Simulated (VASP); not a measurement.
ZrB2:

```
CELL_PARAMETERS angstrom
3.16000 0.00000 0.00000
-1.58000 2.73664 0.00000
0.00000 0.00000 3.52000
ATOMIC_POSITIONS crystal
Zr 0.00000 0.00000 0.00000
B 0.33333 0.66667 0.50000
B 0.66667 0.33333 0.50000
```

The cell was built by a generator and needn't be a form met in nature.

| Property | Result |
| --- | --- |
| Program | VASP 6.6.1 |
| Task | relaxation of cell and atoms |
| Functional | LDA |
| Potentials or basis | VASP PAW LDA potentials, release 64 (Zr_sv, B) |
| Cutoff | 600 eV |
| k mesh | 16 × 16 × 12 |
| Occupations | methfessel-paxton, width 0.1 eV |
| Spin | no spin polarisation |

At the start: pressure -6.1 GPa; volume 10.15 Å³/atom.

Q: Where does the relaxation end?

A: Over 8 steps the energy falls by 4.7 meV/atom and the volume is 9.90 Å³/atom (-2.4 %); space group P6/mmm (No. 191, to 0.05 Å).

Step by step:
| step | energy change (eV) | largest force (eV/Å) | pressure (GPa) | volume (Å³) |
| --- | --- | --- | --- | --- |
| 1 | 0.0000 | 0.0000 | -6.06 | 30.44 |
| 2 | 0.0109 | 0.0000 | 8.84 | 28.78 |
| 3 | -0.0141 | 0.0000 | -0.05 | 29.72 |
| 4 | -0.0141 | 0.0000 | 0.03 | 29.70 |
| 5 | -0.0141 | 0.0000 | 0.07 | 29.70 |
| 6 | -0.0141 | 0.0000 | 0.08 | 29.70 |
| 7 | -0.0141 | 0.0000 | -0.08 | 29.72 |
| 8 | -0.0141 | 0.0000 | -0.03 | 29.71 |

Final structure:
```
CELL_PARAMETERS angstrom
3.13458 0.00000 0.00000
-1.56729 2.71462 0.00000
0.00000 0.00000 3.49132
ATOMIC_POSITIONS crystal
Zr 0.00000 0.00000 0.00000
B 0.33333 0.66667 0.50000
B 0.66667 0.33333 0.50000
```
